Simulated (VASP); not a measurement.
ZnH12Cl2O6, 21 atoms in the cell. The cell holds a amorphous, 21 atoms: a = 6.266 Å, b = 6.266 Å, c = 6.266 Å, α = 90.00°, β = 90.00°, γ = 90.00°. The cell was built by a generator and needn't be a form met in nature.

```yaml
Program: VASP 6.6.1
Task: single point
Functional: PBE
Dispersion: D3(BJ)
Potentials_or_basis: VASP PAW PBE potentials, release 64 (O, H, Zn, Cl)
Cutoff: 520 eV
k_mesh: 1 × 1 × 1
Occupations: fermi-dirac, width 0.02 eV
Spin: no spin polarisation
Dipole_correction: no
Further_INCAR_settings: LREAL = Auto; ALGO = Fast; EDIFF = 1e-07; NBANDS = 53
```

Potentials or basis: VASP PAW PBE potentials, release 64 (O, H, Zn, Cl).

The run is started by

```console
$ cat potpaw_PBE.64/O/POTCAR potpaw_PBE.64/H/POTCAR potpaw_PBE.64/Zn/POTCAR potpaw_PBE.64/Cl/POTCAR > POTCAR
$ mpirun -np 1 vasp_gam > vasp.out
```

Hardware: 1 thread of Intel(R) Xeon(R) 6975P-C (Granite Rapids) (shared host).

Problem. Estimate the wall time of this run.

Solution. It took 34 s on 1 thread of Intel(R) Xeon(R) 6975P-C (Granite Rapids), with other jobs on the host, peak memory 0.33 GiB. Counts: scf iterations 18, k points 1.
